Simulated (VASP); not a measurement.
A VASP calculation is set up with these files.

POSCAR:
```
PtSe2
1
    1.8650000000    -3.2302750000     0.0000000000
    1.8650000000     3.2302750000     0.0000000000
    0.0000000000     0.0000000000     5.0800000000
Pt Se
1 2
Direct
  0.0000000000   0.0000000000   0.0000000000
  0.3333330000   0.6666670000   0.2550000000
  0.6666670000   0.3333330000   0.7450000000
```

File KPOINTS:
```
Automatic mesh
0
Gamma
5 5 4
0 0 0
```

**INCAR**
```
SYSTEM = PtSe2
PREC = Accurate
ENCUT = 400
EDIFF = 1E-6
NELM = 100
ALGO = Normal
LREAL = .FALSE.
LASPH = .TRUE.
ISMEAR = 0
SIGMA = 0.05
GGA = PE
LMAXMIX = 6
LWAVE = .FALSE.
LCHARG = .FALSE.
ISIF = 2
```

POTCAR, in this order: Pt Se (PBE.64 set). Program: vasp_gam.

### Question
What happens when VASP runs on this input?

### Answer
There is a fault: the Γ-only program was given a k-mesh. VASP stops with an error: You are using the Gamma-point-only version with more than one k-point or some other non-Gamma k-point. ----> I REFUSE TO CONTINUE WITH THIS SICK JOB ... BYE!!! <----

File standard output:
```
 POSCAR found type information on POSCAR PtSe
 POSCAR found :  2 types and       3 ions
 Reading from existing POTCAR
 Reading from existing POTCAR
 LDA part: xc-table for (Slater+PW92), standard interpolation

 -----------------------------------------------------------------------------
|                                                                             |
|     EEEEEEE  RRRRRR   RRRRRR   OOOOOOO  RRRRRR      ###     ###     ###     |
|     E        R     R  R     R  O     O  R     R     ###     ###     ###     |
|     E        R     R  R     R  O     O  R     R     ###     ###     ###     |
|     EEEEE    RRRRRR   RRRRRR   O     O  RRRRRR       #       #       #      |
|     E        R   R    R   R    O     O  R   R                               |
|     E        R    R   R    R   O     O  R    R      ###     ###     ###     |
|     EEEEEEE  R     R  R     R  OOOOOOO  R     R     ###     ###     ###     |
|                                                                             |
|     You are using the Gamma-point-only version with more than one           |
|     k-point or some other non-Gamma k-point.                                |
|                                                                             |
|       ---->  I REFUSE TO CONTINUE WITH THIS SICK JOB ... BYE!!! <----       |
|                                                                             |
 -----------------------------------------------------------------------------
```

To mend it, run vasp_std.

The mended run (PBE GGA, plane waves, VASP's PBE PAW potentials (set 64)) converges, and its OSZICAR ends with
```
   1 F= -.14225065E+02 E0= -.14224534E+02  d E =-.106004E-02
```

The compound is PtSe2 in the 1T layered structure. The cell was not relaxed at this level.
